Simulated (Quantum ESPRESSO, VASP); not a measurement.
An input for Quantum ESPRESSO (PBEsol, GBRV 1.5 ultrasoft (PBESOL) pseudopotentials):

```
&control
 calculation = 'scf',
 prefix = 'sic',
 outdir = './tmp',
 pseudo_dir = './',
 tprnfor = .true.,
 tstress = .true.,
/
&system
 ibrav = 4,
 celldm(1) = 5.8080924263,
 celldm(3) = 1.641527033404,
 nat = 4,
 ntyp = 2,
 ecutwfc = 40,
 ecutrho = 200,
 occupations = 'smearing',
 smearing = 'fermi-dirac',
 degauss = 0.00147,
/
&electrons
 conv_thr = 1.0e-11,
/
ATOMIC_SPECIES
Si    28.0850  si_pbesol_v1.uspp.F.UPF
C     12.0110  c_pbesol_v1.2.uspp.F.UPF
ATOMIC_POSITIONS crystal
Si    0.3333333333    0.6666666667    0.4996000000
Si    0.6666666667    0.3333333333    0.9996000000
C     0.3333333333    0.6666666667    0.8754000000
C     0.6666666667    0.3333333333    0.3754000000
K_POINTS automatic
6 6 4  0 0 0
```

Problem. Translate it to VASP.

Solution. One set of files that does it:

KPOINTS:
```
K-points
0
gamma
6 6 4
0 0 0
```

### POSCAR
```
SiC
5.045250
  0.6091888410   0.0000000000   0.0000000000
 -0.3045944205   0.5275730638   0.0000000000
  0.0000000000   0.0000000000   1.0000000000
Si C
2 2
Cartesian
 -0.0000003046   0.3517155517   0.4996000000
  0.3045947251   0.1758575121   0.9996000000
 -0.0000003046   0.3517155517   0.8754000000
  0.3045947251   0.1758575121   0.3754000000
```

### INCAR
```
ALGO = Normal
EDIFF = 1E-6
ENCUT = 400
GGA = PS
ISIF = 2
ISMEAR = -1
LASPH = .True.
LCHARG = .False.
LREAL = .False.
LWAVE = .False.
NELM = 100
PREC = Accurate
SIGMA = 0.02
SYSTEM = SiC
```

POTCAR, in this order: Si C (PBE.64 set). Program: vasp_std.

Both inputs were run and reached self-consistency, which says nothing on mesh or cut-off. Potentials, basis and cut-offs are each code's own, so they don't translate, and total energies aren't comparable.

The structure comes from a computed database's SiC entry (P6_3mc); how it stands against other phases isn't given here. The cell was not relaxed at this level, and it may have been scaled.
